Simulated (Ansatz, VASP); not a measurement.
**Cross-check of TaSi2As4 (TaSi2As4 bilayer, AB) between VASP and Ansatz**

One calculation is typed for both programs; each brings its own data sets. How far apart do they land? The structure shown is the start of the Ansatz relaxation below; VASP solves that cell, so the two are compared at the walk's first step.

Method: plane waves, with VASP 6.6.1 beside it; single point at PBE with D3(BJ), in Ansatz 0.2.0.

### Step 1. Set-up

The cell holds 14 atoms: 8 As, 4 Si and 2 Ta. Cell: a = 3.630 Å, b = 3.630 Å, c = 74.577 Å, α = 90.0°, β = 90.0°, γ = 120.0°. Vacuum lies along c.

### Step 2. Ansatz: relaxation, PBE with D3(BJ)

Ansatz runs on its default PAW (the set named soft_2) files.

The two programs are compared at the cell with which this relaxation starts, whose forces are those of its first step.

File input.yaml:

```yaml
crystal:
  lattice:
    - [3.63, 0.0, 0.0]
    - [-1.815, 3.1436722157, 0.0]
    - [0.0, 0.0, 74.5769373133]
  atoms:
    - { symbol: As, position: [0.0, 0.0, 0.353996838] }
    - { symbol: Si, position: [0.3333333333, 0.6666666667, 0.3642140869] }
    - { symbol: As, position: [0.3333333333, 0.6666666667, 0.3941160926] }
    - { symbol: Ta, position: [0.0, 0.0, 0.4169416907], spin: 1.0 }
    - { symbol: As, position: [0.3333333333, 0.6666666667, 0.4397672888] }
    - { symbol: Si, position: [0.3333333333, 0.6666666667, 0.4696692944] }
    - { symbol: As, position: [0.0, 0.0, 0.4798865433] }
    - { symbol: As, position: [0.3333333333, 0.6666666667, 0.5201134567] }
    - { symbol: Si, position: [0.6666666667, 0.3333333333, 0.5303307056] }
    - { symbol: As, position: [0.6666666667, 0.3333333333, 0.5602327112] }
    - { symbol: Ta, position: [0.3333333333, 0.6666666667, 0.5830583093], spin: -1.0 }
    - { symbol: As, position: [0.6666666667, 0.3333333333, 0.6058839074] }
    - { symbol: Si, position: [0.6666666667, 0.3333333333, 0.6357859131] }
    - { symbol: As, position: [0.3333333333, 0.6666666667, 0.646003162] }
  periodic: [true, true, false]
magnetization:
  spin_polarized: true
kpoints:
  mp_grid: { grid: [12, 12, 1] }
hamiltonian:
  xc: pbe
  dispersion: d3bj
scf:
  occupations: { method: fermi_dirac, width: 0.05 }
  convergence: { dr2_threshold: 1.0e-09 }
relax:
  f_tol: 0.004
  max_steps: 90
  cell: {}
output:
  write_potential: true
  write_density: true
  volumetric_format: npy
```

On the command line:

```console
$ ansatz run input.yaml --threads 4 --pin off --max-ram 12288MiB --backend cpu --events-out ev --progress --plain --runs-dir out
```

Numbers of over 12 decimals in the logs are rounded to 6 here.

What it wrote:

```text
Warning: relax.cell: scf.convergence.dr2_threshold = 1e-9 eV is looser than the 1.38644919847e-10 eV advised for a relaxation that steers and ends on the stress (1e-10 eV for each atom of the cell: 14, times the square of relax.cell.stress_2d_tol = 0.05 N/m over 31.8 Å (the atoms' height at the walk's start and 5 Å past either face), 1.573e-2 GPa, over a crystal's default 0.05). What an SCF threshold leaves in a stress goes as its square root, and in the free energy as the threshold itself, and one threshold admits the most on a small cell: [figures from the program's tests cut] Set scf.convergence.dr2_threshold to 1.38644919847e-10 eV or tighter. [rest of the remark cut]
Engine: ansatz 0.2.0, aarch64-unknown-linux-gnu
Pseudopotentials: kind: paw
Pseudopotential: As, paw, valence charge 15, recommended cutoff 420 eV (normal), As.paw.azcp
Pseudopotential: Si, paw, valence charge 4, recommended cutoff 420 eV (normal), Si.paw.azcp
Pseudopotential: Ta, paw, valence charge 13, recommended cutoff 420 eV (normal), Ta.paw.azcp
Functional definition: PBE
  parameter kappa = 0.804
  parameter beta = 0.066725
  exchange = pbe_x(kappa = kappa, mu = beta*pi^2/3)
  correlation = pbe_c(beta = beta)
Crystal: 14 atoms, lattice volume = 851.037 Å³
Basis set: ecut = 420 eV, 16389 PW (Γ), exchange–correlation on 50×50×1000 points (8 copies of the dense FFT grid, shifted against one another)
Bands: 99, of which v1, the nominal top of the filled ones, is band 81 counted from 1 (80 counted from 0)
Symmetry: 6 space group operations
Space group: P3m1 (ITA 156), of the structure as read, at distance tolerance 9.5e-5 Å
Magnetic group: BNS 156.49 (UNI 1279), of the structure as read, at distance tolerance 9.5e-5 Å
k-points: 19 of 144 (time reversal used)
Non-local potential: As, projectors of the file, l = 0: 2, l = 1: 2, l = 2: 3, l = 3: 1
Non-local potential: Si, projectors of the file, l = 0: 2, l = 1: 2, l = 2: 2
Non-local potential: Ta, projectors of the file, l = 0: 3, l = 1: 2, l = 2: 2, l = 3: 1
PAW form: soft (Blöchl's): semilocal exchange-correlation on the pseudo side does not see the compensation charge
PAW one-centre angular grid: As, 590 points (default); XC on 64 Gauss nodes
PAW one-centre angular grid: Si, 110 points (default); XC on 64 Gauss nodes
PAW one-centre angular grid: Ta, 590 points (default); XC on 64 Gauss nodes
Initial density: superposition of atomic densities (neutral atoms: chi_scale 0, normalization atom)
Starting moments: Σ|m| = 2 μB on 2 of 14 sites
Starting magnetic order: compensated ferrimagnet; no operation exchanges its spin sublattices
Initial wavefunctions: pseudopotential atomic-orbital guess
Functional: x = pbe(κ = 0.804, μ = 0.219515), c = pbe(β = 0.066725)
SCF iter   1: F=—  HF=-61262.229023 eV  |F-HF|=—  |Δ(HF+E_count)|=         —  Δρ=1.25e-2 (↑1.25e-2 ↓1.25e-2)  dr2=7.26e0  dr2_m=5.93e-2  M=0.002 μB ∫|m|=1.484 μB  β_m=0.30  ethr=3.10e-3  ⟨swp⟩=10.1  Hψ=18864  notcnv=0  defer=162
Mixer restart at iter 1: flushing history
preconditioner: auto → LDOS  [metal: Δε(μ)=0.037 eV  Ē_g=8.680 eV  σ=0.050 eV  W_gap=0.18  n_scr=126 (ndim 8)  ℏωp=10.3 eV  f_vac=0.656  D(μ)=4.40/eV (n_scr^D=22)]
spin=Collinear: LDOS preconditioning applied to the charge; magnetization (m = ρ↑ − ρ↓) channel mixes plain (no charge-response kernel on spin).
SCF iter   2: F=—  HF=-61261.170287 eV  |F-HF|=—  |Δ(HF+E_count)|=    1.06e0  Δρ=8.48e-3 (↑8.48e-3 ↓8.48e-3)  dr2=2.68e0  dr2_m=3.35e-2  M=-0.001 μB ∫|m|=1.417 μB  β_m=0.55  ethr=3.10e-3  ⟨swp⟩=2.4  Hψ=5739  notcnv=0  defer=397
SCF iter   3: F=—  HF=-61260.669134 eV  |F-HF|=—  |Δ(HF+E_count)|=   5.01e-1  Δρ=1.77e-3 (↑1.77e-3 ↓1.77e-3)  dr2=6.32e-2  dr2_m=5.60e-3  M=-0.005 μB ∫|m|=1.185 μB  β_m=0.60  ethr=1.66e-3  ⟨swp⟩=3.4  Hψ=5835  notcnv=0  defer=401
SCF iter   4: F=—  HF=-61260.694454 eV  |F-HF|=—  |Δ(HF+E_count)|=         —  Δρ=1.34e-3 (↑1.33e-3 ↓1.34e-3)  dr2=5.63e-3  dr2_m=1.25e-2  M=-0.006 μB ∫|m|=0.798 μB  β_m=0.60  ethr=3.90e-5  ⟨swp⟩=4.3  Hψ=9984  notcnv=0  defer=339
SCF iter   5: F=—  HF=-61260.701391 eV  |F-HF|=—  |Δ(HF+E_count)|=   6.94e-3  Δρ=8.72e-4 (↑8.71e-4 ↓8.72e-4)  dr2=7.36e-4  dr2_m=5.72e-3  M=-0.007 μB ∫|m|=0.647 μB  β_m=0.80  ethr=3.47e-6  ⟨swp⟩=3.0  Hψ=7840  notcnv=0  defer=339
[...]
SCF converged after 5 iterations
an eigenvalue changed by more than its tolerance at an iteration that met the thresholds in force, so the SCF went on 1 time: the last check found none over its tolerance
Magnetization: -0.0000 μB (81.0000 up, 81.0000 down)
Absolute magnetization: 0.0001 μB (∫|ρ↑−ρ↓|, with the PAW one-centre terms)
Spin contamination: 0.0000 ħ² per cell (⟨S²⟩ above its minimum at these occupations)
Per-site moments (μB) at R_I (Å): [(1.970075648729265e-7, 0.976926), (5.317850312395609e-7, 0.966991), (-5.91909021101802e-7, 0.966991), (1.465238383674871e-5, 1.071484), (-6.274937815545097e-7, 0.966621), (5.037828694761819e-7, 0.966621), (1.4850183489842428e-7, 0.976884), (-1.2907094371703865e-7, 0.976310), (-4.935982892138442e-7, 0.967551), (6.128542047387193e-7, 0.967551), (-1.4791744548088845e-5, 1.071589), (5.779975307616395e-7, 0.966995), (-5.211849410002998e-7, 0.966995), (-1.8714626426560262e-7, 0.976953)]
Free energy (F): -61263.886888 eV
Harris-Foulkes:  -61263.886888 eV  (|F-HF|=1.74e-7)
Internal energy: -61263.845416 eV  (E = F + TS)
E sigma→0 (E₀):  -61263.866152 eV
Entropy (-TS):   -0.041472 eV (-2.962 meV/atom)
Fermi energy:    -4.927160 eV
--- Per-component energies (eV) ---
  E_band       = -4630.278468
  E_kinetic    = 1724.477575
  E_local      = -2140530.898097  (includes V_loc(G=0)·N_el)
  E_nonlocal   = -5232.029435
  E_hartree    = 1069511.229514
  E_xc         = -1294.144480
  E_vxc        = -1232.820757  (∫ρ·V_xc dr)
  E_paw        = -33526.762719  (= ΣΔE_a)
  E_vpaw       = 1618.528629  (= ΣTr[D̂ρ^β])
  E_aug_tail   = 0.000383  (compensation charges beyond the density's cutoff)
  E_ewald      = 1048089.593276
  E_disp       = -5.311433  (pairwise vdW)
  E_smearing   = -0.041472  (= −TS)
  E_closure    = 0.000000  (closes the sum)
  Σ components = -61263.886888   (vs F -61263.886888, Δ=0.00e0)
--- Forces (eV/Å), atoms counted from 1 ---
  atom   1  As     0.00000000    -0.00000000    -0.00017599
  atom   2  Si    -0.00000000     0.00000000    -0.00048884
  atom   3  As     0.00000000    -0.00000000    -0.00142371
  atom   4  Ta     0.00000000    -0.00000000     0.00158358
  atom   5  As    -0.00000000    -0.00000000    -0.00097205
  atom   6  Si    -0.00000000     0.00000000     0.00015937
  atom   7  As    -0.00000000    -0.00000000    -0.00018018
  atom   8  As     0.00000000    -0.00000000     0.00085390
  atom   9  Si    -0.00000000    -0.00000000    -0.00032740
  atom  10  As     0.00000000    -0.00000000    -0.00011175
  atom  11  Ta     0.00000000    -0.00000000     0.00037118
  atom  12  As     0.00000000    -0.00000000     0.00045959
  atom  13  Si    -0.00000000     0.00000000    -0.00012243
  atom  14  As     0.00000000    -0.00000000     0.00037493
  max |Σ_I F_I| component: 2.02e-7 eV/Å
--- 2D stress c σ (N/m, compression-positive) ---
       -0.016658       0.000000      -0.000000
        0.000000      -0.016658      -0.000000
       -0.000000      -0.000000      -0.000000
  P = ½ c Tr σ = -0.0167 N/m
--- Band table (eV; the first three rows and the last of 38) ---
  k-point 0 ↑: bands = [... 77 lower, -5.2152, -5.1982, -5.1982, -4.7171, -4.2634, -2.6547, -2.6269, -2.5322, ... 14 higher]
  k-point 1 ↑: bands = [... 77 lower, -5.3583, -5.3518, -5.3388, -4.6534, -4.3446, -2.4339, -2.3655, -2.3478, ... 14 higher]
  k-point 2 ↑: bands = [... 77 lower, -5.6956, -5.6741, -5.6238, -4.7463, -4.6443, -2.9137, -2.7409, -2.7296, ... 14 higher]
  k-point 18 ↓: bands = [... 77 lower, -6.6610, -5.8321, -5.8232, -4.2213, -4.1862, -3.5288, -3.3623, -3.2500, ... 14 higher]
  the weakly bound empty levels are not read free of the cell's end (no_gap_told)
--- Relaxed structure (6 steps of the walk, 6 accepted, 1 SCFs on fresh bases) ---
  F+E_penalty+E_count = -61263.88688825 eV   max|allowed force component| = 1.584e-3 eV/Å   (the final SCF, on the basis selected at the relaxed cell)
  cell:  # Å, volume = 852.4244 Å³
    - [3.632958, 2.189211939831685e-19, 0]
    - [-1.816479, 3.146234, 0]
    - [0, 0, 74.5769373133]
  atoms:
    - { symbol: As, position: [-2.8631049371499336e-17, 1.982541115413605e-17, 0.346750] }
    - { symbol: Si, position: [0.333333, 0.666667, 0.361496] }
    - { symbol: As, position: [0.333333, 0.666667, 0.392930] }
    - { symbol: Ta, position: [-3.450954246841031e-17, 1.982541115413605e-17, 0.413561] }
    - { symbol: As, position: [0.333333, 0.666667, 0.434106] }
    - { symbol: Si, position: [0.333333, 0.666667, 0.465528] }
    - { symbol: As, position: [-4.023569238525239e-17, 1.9825411154136045e-17, 0.480271] }
    - { symbol: As, position: [0.333333, 0.666667, 0.519740] }
    - { symbol: Si, position: [0.666667, 0.333333, 0.534443] }
    - { symbol: As, position: [0.666667, 0.333333, 0.565895] }
    - { symbol: Ta, position: [0.333333, 0.666667, 0.586446] }
    - { symbol: As, position: [0.666667, 0.333333, 0.607073] }
    - { symbol: Si, position: [0.666667, 0.333333, 0.638506] }
    - { symbol: As, position: [0.333333, 0.666667, 0.653255] }
```

Reading the cycles: dr2 is the Hartree energy of the density residual (eV), the measure of convergence; HF is the Harris–Foulkes estimate of the energy, which meets the free energy F at convergence.

[end of part 1 of 2]

[Lines on the potential files, build, host, timing and source positions are cut from VASP's logs without a mark.]

[Logs are printed without paths, hosts, clocks, repeated set-up lines and the standing remarks that a program may print on its own settings, such as how far it seeks lower states.]

[Hosts, paths, dates, database ids (printed as entryN), source tags and the programs' standing remarks are cut or masked in the printed files.]
